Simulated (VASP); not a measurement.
```xyz
5
Lattice="3.9272 0.0000 0.0000 0.0000 3.9272 0.0000 0.0000 0.0000 3.9272" Properties=species:S:1:pos:R:3 pbc="T T T"
Ba     0.0000     0.0000     0.0000
Ti     1.9636     1.9636     1.9636
O      1.9636     0.0000     1.9636
O      0.0000     1.9636     1.9636
O      1.9636     1.9636     0.0000
```

The numbers are results of rev-vdW-DF2, VASP's PBE PAW potentials (set 64) (plane waves; VASP 6.6.1), not measurements. Run with 520 eV cut-off, 6×6×6 Γ-centred mesh, Gaussian smearing of 0.050 eV, potentials Ba_sv Ti_sv O.

Unless said otherwise, spin-orbit coupling is left out, though it shifts the bands of the heavy elements here.

### Question
Estimate the energy per atom (σ→0), pressure, band gap (on the k-mesh) with the smallest direct gap where there is one.

### Answer

The band gap (on the k-mesh) is 1.84 eV, the smallest direct gap (on the k-mesh) is 1.92 eV and the energy per atom (σ→0) is -6.410 eV/atom. The pressure is 122.6 kbar.

Only differences to runs with the same potentials and settings are physical.

The compound is BaTiO3 in the cubic perovskite structure, the ideal cubic form; the compound distorts at low or room temperature. This cell is one point of a volume scan, at 0.94 of the reference volume.
